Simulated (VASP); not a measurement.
Here is the system:

```
RbCl
1.0
    4.62347     0.00000     0.00000
   -2.31174     4.00405     0.00000
    0.00000     0.00000     8.12563
Rb Cl
2 2
Direct
  0.00000   0.00000   0.00000
  0.00000   0.00000   0.50000
  0.33333   0.66667   0.25000
  0.66667   0.33333   0.75000
```

Method: PBE GGA, VASP's PBE PAW potentials (set 64) (plane waves; VASP). Settings: 400 eV cut-off, Gaussian smearing of 0.050 eV, potentials Rb_sv Cl.

Q: Give the energies of bands 11 to 19 at the high-symmetry points, in eV from the valence-band maximum.

A: 
| band | Γ | M | K | A | L | H |
|---|---|---|---|---|---|---|
| 11 | -0.84 | -0.79 | -0.60 | -0.51 | -0.59 | -0.47 |
| 12 | -0.25 | -0.45 | -0.47 | -0.51 | -0.59 | -0.47 |
| 13 | -0.25 | -0.33 | -0.47 | -0.13 | -0.30 | -0.36 |
| 14 | -0.10 | -0.30 | -0.32 | -0.13 | -0.30 | -0.36 |
| 15 | 0.00 | -0.23 | -0.32 | -0.13 | -0.20 | -0.32 |
| 16 | 0.00 | -0.10 | -0.14 | -0.13 | -0.20 | -0.32 |
| 17 | 4.78 | 6.44 | 7.32 | 5.89 | 7.01 | 7.79 |
| 18 | 6.91 | 7.39 | 7.32 | 5.89 | 7.01 | 7.79 |
| 19 | 7.49 | 7.64 | 7.70 | 7.61 | 7.66 | 7.89 |

The gap is direct, 4.78 eV, from the valence maximum at Γ to the conduction minimum at Γ.

The structure was generated: RbCl was put into the NiAs type type (P6_3/mmc), which need not be its known phase. It was relaxed first, which changed the volume by -8 %.
